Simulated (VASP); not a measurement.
A convergence study with VASP on HfO2 (space group no. 225 when undisturbed): one setting is varied, all else stays as given below, so the limit is that of these other settings. One atom is moved off its site, so that forces are finite.

```yaml
crystal:
  lattice:
    - [0.00000, 2.53238, 2.53238]
    - [2.53238, 0.00000, 2.53238]
    - [2.53238, 2.53238, 0.00000]
  atoms:
    - { symbol: Hf, position: [0.00987, 0.00987, 0.99013] }
    - { symbol: O, position: [0.25000, 0.25000, 0.25000] }
    - { symbol: O, position: [0.75000, 0.75000, 0.75000] }
```

Calculation: PBE GGA, VASP's PBE PAW potentials (set 64) (plane waves; VASP 6.6.1). The tightest run used: 400 eV cut-off, 15×15×15 Γ-centred mesh, Fermi-Dirac smearing of 0.020 eV, potentials Hf_pv O.

Unless said otherwise, spin-orbit coupling is left out, though it shifts the bands of the heavy elements here. Gaps are read on the run's mesh, which can miss a band edge.

```csv
setting,E (eV/atom),pressure (GPa),largest force (eV/Å),gap on the mesh (eV),irreducible k-points
2×2×2 mesh,-9.9191,-0.80,0.060,3.627,4
3×3×3 mesh,-10.0917,-4.46,0.244,4.512,6
4×4×4 mesh,-10.0936,-4.55,0.264,3.819,13
```

Task: These are the cheaper rows. Estimate the results at 15×15×15 mesh, and how far the last row shown lies from them.

Result: 
```json
[
 {"quantity": "E (eV/atom)", "tightest run": "-10.0922", "last row shown is off by": "-0.0014"},
 {"quantity": "pressure (GPa)", "tightest run": "-4.71", "last row shown is off by": "0.16"},
 {"quantity": "largest force (eV/Å)", "tightest run": "0.266", "last row shown is off by": "-0.002"},
 {"quantity": "gap on the mesh (eV)", "tightest run": "3.857", "last row shown is off by": "-0.038"}
]
```

Left out are rungs that failed or repeat a setting and relaxations that didn't move; long series are thinned to 24 rows.

The structure is a typed HfO2 crystal (space group no. 225). The cell was not relaxed at this level, it is distorted from the ideal structure.
